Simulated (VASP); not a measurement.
NbWS4, 6 atoms in the cell. It takes space group Pm (No. 6, monoclinic). The conventional cell has a = 5.630 Å, b = 3.250 Å, c = 6.910 Å, α = 90.00°, β = 105.76°, γ = 90.00°. Around Nb (site symmetry m) lie 6 S at 2.45 Å. W (site symmetry m) is surrounded by 6 S at 2.45 Å. S (site symmetry m) is surrounded by 2 Nb at 2.45 Å and 1 W at 2.45 Å. S (site symmetry m) has 2 Nb at 2.45 Å and 1 W at 2.45 Å as nearest neighbours. S (site symmetry m) is surrounded by 2 W at 2.45 Å and 1 Nb at 2.45 Å. Around S (site symmetry m) lie 2 W at 2.45 Å and 1 Nb at 2.45 Å. The cell was built by a generator and needn't be a form met in nature.

* Program: VASP 6.6.1
* Task: relaxation of cell and atoms
* Functional: PBE
* Potentials or basis: VASP PAW PBE potentials, release 64 (Nb_sv, W_sv, S)
* Cutoff: 520 eV
* k mesh: 3 × 4 × 2
* Occupations: gaussian, width 0.15 eV
* Spin: no spin polarisation
* Further INCAR settings: PREC = Normal; ALGO = Fast; EDIFF = 0.0001; IBRION = 2; EDIFFG = -0.08; NSW = 24; ISIF = 3

Potentials or basis: VASP PAW PBE potentials, release 64 (Nb_sv, W_sv, S).

Run with:

```sh
$ cat potpaw_PBE.64/Nb_sv/POTCAR potpaw_PBE.64/W_sv/POTCAR potpaw_PBE.64/S/POTCAR > POTCAR
$ mpirun -np 1 vasp_std > vasp.out
```

Hardware: 1 thread of Intel(R) Xeon(R) 6975P-C (Granite Rapids) (shared host).

**Question.** Estimate the wall time of this run.

**Answer.** Run time: 52 s on 1 thread of Intel(R) Xeon(R) 6975P-C (Granite Rapids) (shared host), peak memory 0.19 GiB. Counts: scf iterations 60, k points 12, ion steps 10.
